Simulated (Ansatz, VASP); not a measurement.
# Nb3AuC (Nb3AuC antiperovskite): VASP beside Ansatz

One calculation is typed for both programs; each brings its own data sets. How far apart do they land? The cell is generated by rule, not measured, and may not be a known phase. The cell is taken from a series of runs on this material, whose earlier steps may have relaxed, scaled, displaced or heated it; both programs get it as it stands.

Program: Ansatz 0.2.0. Level of theory: plane waves, with VASP 6.6.1 beside it; zone-centre phonons at PBE. Results are calculated unless marked as measured.

The structure was built from a prototype and need not be the compound's stable phase.

### 1. The structure

The structure is cubic, space group Pm-3m (No. 221). The conventional cell has a = 4.294 Å, b = 4.294 Å, c = 4.294 Å, α = 90.00°, β = 90.00°, γ = 90.00°. Nearest to Au lie 12 Nb at 3.04 Å. Nb has 2 C at 2.15 Å and 8 Nb at 3.04 Å and 4 Au at 3.04 Å nearest. Nearest to C lie 6 Nb at 2.15 Å. Farther neighbours are not listed.

Coordinates:

```
Au Nb C
1.0
     4.29429    0.00000    0.00000
     0.00000    4.29429    0.00000
     0.00000    0.00000    4.29429
Au Nb C
1 3 1
Direct
  0.00000 0.00000 0.00000
  0.50000 0.50000 0.00000
  0.50000 0.00000 0.50000
  0.00000 0.50000 0.50000
  0.50000 0.50000 0.50000
```

### 2. VASP: zone-centre phonons, PBE

Second derivatives magnify differences that forces hide, and they need a tight electronic threshold.

Lines of VASP's logs that name or quote its potential files are left out, and so is its time.

Contents of INCAR:

```
SYSTEM = Nb3AuC
PREC = Accurate
ENCUT = 600
EDIFF = 1E-08
NELM = 120
ISMEAR = 1
SIGMA = 0.2
LREAL = .FALSE.
ALGO = Normal
GGA = PE
NBANDS = 33
LASPH = .TRUE.
LORBIT = 11
LWAVE = .FALSE.
LCHARG = .FALSE.
ISIF = 2
IBRION = 8
GGA_COMPAT = .FALSE.
KPAR = 2
```

Contents of POSCAR:

```
Nb3AuC
1.0
    4.2942920879      0.0000000000      0.0000000000
    0.0000000000      4.2942920879      0.0000000000
    0.0000000000      0.0000000000      4.2942920879
Au Nb C
1 3 1
Direct
    0.0000000000      0.0000000000      0.0000000000
    0.5000000000      0.5000000000      0.0000000000
    0.5000000000      0.0000000000      0.5000000000
    0.0000000000      0.5000000000      0.5000000000
    0.5000000000      0.5000000000      0.5000000000
```

Contents of KPOINTS:

```
Automatic mesh
0
Gamma
4 4 4
0 0 0
```

PAW data sets: Au, Nb_sv and C (PBE family, release 64).

The run is started by

```bash
mpirun -np 2 vasp_std
```

Numbers of over 12 decimals in the logs are rounded to 6 here.

Output:

```text
[banner, memory and clock lines left out]
running    2 mpi-ranks, on    1 nodes
 distrk:  each k-point on    1 cores,    2 groups
 distr:  one band on    1 cores,    1 groups

 POSCAR found type information on POSCAR AuNbC
 POSCAR found :  3 types and       5 ions
 LDA part: xc-table for (Slater+PW92), standard interpolation
 POSCAR, INCAR and KPOINTS ok, starting setup
 FFT: planning ... GRIDC
 FFT: planning ... GRID_SOFT
 FFT: planning ... GRID
 WAVECAR not read
 entering main loop
       N       E                     dE             d eps       ncg     rms          rms(c)
DAV:   1     0.696742928553E+03    0.69674E+03   -0.31908E+04   660   0.187E+03
DAV:   2     0.784342111829E+01   -0.68890E+03   -0.67583E+03   751   0.695E+02
DAV:   3    -0.486281875430E+02   -0.56472E+02   -0.55498E+02  1232   0.147E+02
DAV:   4    -0.520012470860E+02   -0.33731E+01   -0.33492E+01   976   0.294E+01
DAV:   5    -0.522674533092E+02   -0.26621E+00   -0.26571E+00  1176   0.950E+00    0.186E+01
DAV:   6    -0.446565993863E+02    0.76109E+01   -0.45896E+01   928   0.354E+01    0.924E+00
DAV:   7    -0.445371223260E+02    0.11948E+00   -0.67716E+00  1102   0.153E+01    0.319E+00
DAV:   8    -0.444961731220E+02    0.40949E-01   -0.67774E-01   942   0.381E+00    0.220E+00
DAV:   9    -0.444945222930E+02    0.16508E-02   -0.10753E-01  1031   0.211E+00    0.792E-01
DAV:  10    -0.444954607528E+02   -0.93846E-03   -0.38961E-02   974   0.122E+00    0.299E-01
DAV:  11    -0.444946330156E+02    0.82774E-03   -0.86469E-03   942   0.562E-01    0.669E-02
DAV:  12    -0.444946958376E+02   -0.62822E-04   -0.71135E-04  1084   0.170E-01    0.350E-02
DAV:  13    -0.444947009348E+02   -0.50972E-05   -0.20299E-04   928   0.879E-02    0.220E-02
DAV:  14    -0.444946909127E+02    0.10022E-04   -0.73560E-05   920   0.411E-02    0.548E-03
DAV:  15    -0.444946911697E+02   -0.25697E-06   -0.44964E-06   976   0.137E-02    0.148E-03
DAV:  16    -0.444946910430E+02    0.12668E-06   -0.30564E-07  1000   0.346E-03    0.933E-04
DAV:  17    -0.444946910207E+02    0.22268E-07   -0.29343E-07   824   0.209E-03    0.496E-04
DAV:  18    -0.444946910298E+02   -0.90422E-08   -0.31513E-08   759   0.977E-04
   1 F= -.44494691E+02 E0= -.44493910E+02  d E =-.234241E-02
 Linear response reoptimize wavefunctions to high precision
DAV:   1    -0.444946910342E+02   -0.44001E-08   -0.28449E-09   600   0.420E-04
DAV:   2    -0.444946910344E+02   -0.25375E-09   -0.97468E-10   549   0.294E-04
DAV:   3    -0.444946910345E+02   -0.99135E-10   -0.61125E-10   501   0.206E-04
 Linear response DOF=           4
 Linear response progress:
  Degree of freedom:   1/  4
       N       E                     dE             d eps       ncg     rms          rms(c)
RMM:   1    -0.291844519226E+00   -0.29184E+00   -0.23480E-01  2024   0.200E+00
RMM:   2    -0.290823494616E+00    0.10210E-02   -0.14950E-02  1957   0.466E-01    0.121E-01
RMM:   3    -0.290566369366E+00    0.25713E-03   -0.13497E-03  2089   0.134E-01    0.696E-02
RMM:   4    -0.290619500219E+00   -0.53131E-04   -0.10199E-03  2151   0.107E-01    0.182E-02
RMM:   5    -0.290605205995E+00    0.14294E-04   -0.13903E-04  2225   0.365E-02    0.935E-03
RMM:   6    -0.290611808801E+00   -0.66028E-05   -0.48891E-05  2270   0.188E-02    0.389E-03
RMM:   7    -0.290607138669E+00    0.46701E-05   -0.14782E-05  2437   0.923E-03    0.182E-03
RMM:   8    -0.290587873065E+00    0.19266E-04   -0.95936E-06  2605   0.511E-03    0.844E-04
RMM:   9    -0.290579902077E+00    0.79710E-05   -0.79428E-06  2732   0.353E-03    0.177E-04
RMM:  10    -0.290578437746E+00    0.14643E-05   -0.76799E-06  2946   0.272E-03    0.763E-05
[... 100 further cycles ...]
RMM: 111    -0.290578563504E+00   -0.26805E-08   -0.76644E-06  2652   0.229E-03    0.388E-06
RMM: 112    -0.290578560641E+00    0.28623E-08   -0.75793E-06  2655   0.230E-03    0.293E-06
RMM: 113    -0.290578563350E+00   -0.27085E-08   -0.76464E-06  2654   0.229E-03    0.456E-06
RMM: 114    -0.290578560818E+00    0.25321E-08   -0.75961E-06  2650   0.230E-03    0.242E-06
RMM: 115    -0.290578563321E+00   -0.25030E-08   -0.76757E-06  2652   0.229E-03    0.397E-06
RMM: 116    -0.290578560645E+00    0.26760E-08   -0.75589E-06  2649   0.230E-03    0.296E-06
RMM: 117    -0.290578563013E+00   -0.23684E-08   -0.75907E-06  2654   0.229E-03    0.426E-06
RMM: 118    -0.290578560635E+00    0.23777E-08   -0.75712E-06  2662   0.230E-03    0.270E-06
RMM: 119    -0.290578562952E+00   -0.23166E-08   -0.76708E-06  2658   0.229E-03    0.403E-06
RMM: 120    -0.290578560650E+00    0.23014E-08   -0.75573E-06  2658   0.230E-03    0.311E-06
 first order change of Fermi-energy  -0.57555E-04
 force on displaced ion       1 direction 1 :  -4.907  -0.000   0.000
 Linear response progress:
  Degree of freedom:   2/  4
       N       E                     dE             d eps       ncg     rms          rms(c)
RMM:   1    -0.592107090878E+00   -0.59211E+00    0.59078E+00  2043   0.211E+01
RMM:   2    -0.512077233721E+00    0.80030E-01   -0.48921E-01  2693   0.355E+00    0.186E-01
RMM:   3    -0.514094972007E+00   -0.20177E-02   -0.35496E-02  3253   0.913E-01    0.107E-01
RMM:   4    -0.515341898965E+00   -0.12469E-02   -0.12498E-02  3762   0.340E-01    0.426E-02
RMM:   5    -0.515643599035E+00   -0.30170E-03   -0.16336E-03  3924   0.135E-01    0.280E-02
RMM:   6    -0.515487634050E+00    0.15596E-03   -0.61470E-04  3835   0.878E-02    0.860E-03
RMM:   7    -0.515454874378E+00    0.32760E-04   -0.27411E-04  4133   0.438E-02    0.425E-03
RMM:   8    -0.515395355250E+00    0.59519E-04   -0.13209E-04  4014   0.288E-02    0.378E-03
RMM:   9    -0.515393435188E+00    0.19201E-05   -0.98063E-05  4248   0.200E-02    0.165E-03
RMM:  10    -0.515409082296E+00   -0.15647E-04   -0.45021E-05  4040   0.157E-02    0.770E-04
RMM:  11    -0.515423282764E+00   -0.14200E-04   -0.40386E-05  4260   0.125E-02    0.125E-03
RMM:  12    -0.515426961132E+00   -0.36784E-05   -0.29519E-05  4437   0.103E-02    0.872E-04
RMM:  13    -0.515426919897E+00    0.41235E-07   -0.26151E-05  4516   0.890E-03    0.956E-04
RMM:  14    -0.515428775973E+00   -0.18561E-05   -0.20836E-05  4083   0.813E-03    0.656E-04
RMM:  15    -0.515432315125E+00   -0.35392E-05   -0.19947E-05  4248   0.743E-03    0.581E-04
RMM:  16    -0.515435498956E+00   -0.31838E-05   -0.17097E-05  4277   0.688E-03    0.500E-04
RMM:  17    -0.515436539489E+00   -0.10405E-05   -0.16538E-05  4545   0.642E-03    0.528E-04
RMM:  18    -0.515435884656E+00    0.65483E-06   -0.14624E-05  4273   0.609E-03    0.593E-04
 first order change of Fermi-energy   0.26434E-03
 force on displaced ion       2 direction 1 :  -9.226   0.000   0.000
 Linear response progress:
  Degree of freedom:   3/  4
       N       E                     dE             d eps       ncg     rms          rms(c)
RMM:   1    -0.604819477934E+00   -0.60482E+00    0.61005E+00  1440   0.213E+01
RMM:   2    -0.502994387257E+00    0.10183E+00   -0.47124E-01  1819   0.348E+00    0.201E-01
RMM:   3    -0.503861805620E+00   -0.86742E-03   -0.40175E-02  2163   0.983E-01    0.109E-01
RMM:   4    -0.504738445190E+00   -0.87664E-03   -0.11673E-02  2525   0.341E-01    0.474E-02
RMM:   5    -0.504818796382E+00   -0.80351E-04   -0.12369E-03  2517   0.137E-01    0.253E-02
RMM:   6    -0.504492883312E+00    0.32591E-03   -0.43277E-04  2520   0.788E-02    0.703E-03
RMM:   7    -0.504453173261E+00    0.39710E-04   -0.15514E-04  2735   0.373E-02    0.493E-03
RMM:   8    -0.504378464102E+00    0.74709E-04   -0.84603E-05  2687   0.243E-02    0.432E-03
RMM:   9    -0.504359498902E+00    0.18965E-04   -0.41477E-05  2624   0.177E-02    0.888E-04
RMM:  10    -0.504364342744E+00   -0.48438E-05   -0.29071E-05  2947   0.118E-02    0.495E-04
RMM:  11    -0.504374000747E+00   -0.96580E-05   -0.19777E-05  2627   0.947E-03    0.700E-04
RMM:  12    -0.504375604228E+00   -0.16035E-05   -0.16527E-05  2745   0.760E-03    0.188E-04
RMM:  13    -0.504380990847E+00   -0.53866E-05   -0.13823E-05  2893   0.662E-03    0.865E-05
RMM:  14    -0.504384473354E+00   -0.34825E-05   -0.12565E-05  2873   0.589E-03    0.584E-05
RMM:  15    -0.504383189803E+00    0.12836E-05   -0.11386E-05  3001   0.544E-03    0.829E-05
RMM:  16    -0.504383875672E+00   -0.68587E-06   -0.11317E-05  3000   0.512E-03    0.108E-04
RMM:  17    -0.504383008601E+00    0.86707E-06   -0.10418E-05  2778   0.492E-03    0.172E-04
RMM:  18    -0.504384087133E+00   -0.10785E-05   -0.10595E-05  2792   0.474E-03    0.163E-04
RMM:  19    -0.504384239593E+00   -0.15246E-06   -0.10482E-05  3101   0.458E-03    0.184E-04
RMM:  20    -0.504384051391E+00    0.18820E-06   -0.10667E-05  2880   0.450E-03    0.220E-04
RMM:  21    -0.504384011122E+00    0.40269E-07   -0.10146E-05  3103   0.438E-03    0.241E-04
RMM:  22    -0.504383728200E+00    0.28292E-06   -0.97849E-06  2895   0.431E-03    0.274E-04
RMM:  23    -0.504384961443E+00   -0.12332E-05   -0.10021E-05  2831   0.427E-03    0.234E-04
 first order change of Fermi-energy   0.47300E-03
 force on displaced ion       2 direction 3 :   0.000  -0.000 -28.386
 Linear response progress:
  Degree of freedom:   4/  4
       N       E                     dE             d eps       ncg     rms          rms(c)
RMM:   1    -0.137436477189E+00   -0.13744E+00   -0.28830E-02  2538   0.139E+00
RMM:   2    -0.125703262355E+00    0.11733E-01   -0.16539E-02  2166   0.446E-01    0.150E-01
RMM:   3    -0.126471968984E+00   -0.76871E-03   -0.41358E-03  1986   0.214E-01    0.725E-02
RMM:   4    -0.127381924972E+00   -0.90996E-03   -0.12127E-03  2125   0.118E-01    0.203E-02
RMM:   5    -0.127567933491E+00   -0.18601E-03   -0.24020E-04  2274   0.520E-02    0.879E-03
RMM:   6    -0.127650406575E+00   -0.82473E-04   -0.39554E-05  2474   0.194E-02    0.384E-03
RMM:   7    -0.127642029812E+00    0.83768E-05   -0.52385E-06  2489   0.822E-03    0.166E-03
RMM:   8    -0.127638721015E+00    0.33088E-05   -0.67860E-06  2520   0.422E-03    0.565E-04
RMM:   9    -0.127646073295E+00   -0.73523E-05   -0.24937E-06  2673   0.248E-03    0.192E-04
RMM:  10    -0.127646320021E+00   -0.24673E-06   -0.23288E-06  2890   0.153E-03    0.879E-05
[... 100 further cycles ...]
RMM: 111    -0.127646976114E+00   -0.13846E-09   -0.20839E-06  2695   0.989E-04    0.257E-06
RMM: 112    -0.127646976116E+00   -0.22505E-11   -0.21306E-06  2701   0.989E-04    0.972E-07
RMM: 113    -0.127646976183E+00   -0.66939E-10   -0.21433E-06  2704   0.989E-04    0.250E-06
RMM: 114    -0.127646976133E+00    0.50226E-10   -0.21029E-06  2703   0.989E-04    0.104E-06
RMM: 115    -0.127646975868E+00    0.26477E-09   -0.20797E-06  2700   0.988E-04    0.249E-06
RMM: 116    -0.127646976013E+00   -0.14518E-09   -0.21467E-06  2697   0.989E-04    0.107E-06
RMM: 117    -0.127646976036E+00   -0.23134E-10   -0.21387E-06  2699   0.989E-04    0.248E-06
RMM: 118    -0.127646976186E+00   -0.14975E-09   -0.21293E-06  2734   0.989E-04    0.114E-06
RMM: 119    -0.127646976237E+00   -0.50962E-10   -0.21118E-06  2702   0.988E-04    0.243E-06
RMM: 120    -0.127646976345E+00   -0.10767E-09   -0.21827E-06  2708   0.989E-04    0.112E-06
 first order change of Fermi-energy  -0.14625E-03
 force on displaced ion       5 direction 1 : -17.383   0.000  -0.000
 Linear response finished
```

(Continued in part 2 of 3.)

[Lines on the potential files, build, host, timing and source positions are cut from VASP's logs without a mark.]

[Logs are printed without paths, hosts, clocks, repeated set-up lines and the standing remarks that a program may print on its own settings, such as how far it seeks lower states.]

[Hosts, paths, dates, database ids (printed as entryN), source tags and the programs' standing remarks are cut or masked in the printed files.]
